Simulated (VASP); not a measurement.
```
CELL_PARAMETERS angstrom
      5.06212     0.00000     0.00000
      0.00000     5.06212     0.00000
      0.00000     0.00000     5.06212
ATOMIC_POSITIONS crystal
  Be 0.00713 0.99287 0.99287
  Be 0.49287 0.50713 0.99287
  Be 0.49287 0.99287 0.50713
  Be 0.00713 0.50713 0.50713
  Se 0.25000 0.25000 0.25000
  Se 0.75000 0.75000 0.25000
  Se 0.75000 0.25000 0.75000
  S  0.25000 0.75000 0.75000
```

Calculation: PBEsol GGA, VASP's PBE PAW potentials (set 64) (plane waves; VASP 6.6.1). Numerical set-up: 400 eV cut-off, 5×5×5 Γ-centred mesh, tetrahedra with Blöchl corrections, potentials Be Se S.

Question: What does the run give for the energy per atom (σ→0), band gap (on the k-mesh) with the smallest direct gap where there is one?

Answer: 
```yaml
band gap (on the k-mesh): 2.39 eV
smallest direct gap (on the k-mesh): 2.39 eV
energy per atom (σ→0): -4.853 eV/atom
```

Total energies compare only between runs with the same potentials, cut-off and functional.

The structure was generated: Be4SSe3 was put into an ordered model structure (P-43m), which need not be its known phase. It was relaxed first.
